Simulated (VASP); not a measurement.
An input for Quantum ESPRESSO's pw.x (written as the equivalent of a VASP run, and not itself run):

```
&CONTROL
  calculation = 'scf'
  pseudo_dir = './pseudo'
  outdir = './out'
  tprnfor = .true.
  tstress = .true.
/
&SYSTEM
  ibrav = 0
  nat = 2
  ntyp = 2
  ecutwfc = 86
  occupations = 'smearing'
  smearing = 'fermi-dirac'
  degauss = 0.00147
  input_dft = 'pz'
/
&ELECTRONS
  conv_thr = 7.3e-08
  electron_maxstep = 100
/
ATOMIC_SPECIES
  Hg 200.592 Hg.upf
  Se 78.971 Se.upf
CELL_PARAMETERS angstrom
     0.0000000    3.0400000    3.0400000
     3.0400000    0.0000000    3.0400000
     3.0400000    3.0400000    0.0000000
ATOMIC_POSITIONS crystal
  Hg  -0.0091990  0.0053940  0.0026780
  Se   0.2591990  0.2446060  0.2473220
K_POINTS automatic
  5 5 5 0 0 0
```

Task: Translate this input to VASP (INCAR, KPOINTS, POSCAR, choice of POTCAR).

Result: Several could match; the one computed here: 
### INCAR
```
SYSTEM = HgSe
PREC = Accurate; ENCUT = 300; LREAL = .FALSE.
LASPH = .TRUE.
EDIFF = 1E-6; NELM = 100; ALGO = Normal
LMAXMIX = 6
ISMEAR = -1; SIGMA = 0.02
ISIF = 2
LWAVE = .FALSE.; LCHARG = .FALSE.
```

POSCAR:
```
HgSe
1
    0.0000000000     3.0400000000     3.0400000000
    3.0400000000     0.0000000000     3.0400000000
    3.0400000000     3.0400000000     0.0000000000
Hg Se
1 1
Direct
 -0.0091990000   0.0053940000   0.0026780000
  0.2591990000   0.2446060000   0.2473220000
```

KPOINTS:
```
Automatic
0
Gamma
 5 5 5
0 0 0
```

POTCAR, in this order: Hg Se (LDA.64 set). Program: vasp_std.

Limits of the translation: the potentials are each code's own (VASP's PAW set, PseudoDojo norm-conserving files in pw.x), so ENCUT and ecutwfc are chosen apart and not converted; conv_thr bounds pw.x's estimated SCF error, while EDIFF bounds the energy change between steps.

The structure is a typed HgSe crystal. The cell was not relaxed at this level, atoms are displaced from their ideal sites. The k-mesh is coarse (spacing up to 0.36 per Å, 2π included), so the numbers may not be converged in it. The run is one of a series of settings (GGA removed, POTCAR Hg Se (LDA.64 set) against the base run), some of them coarse on purpose.
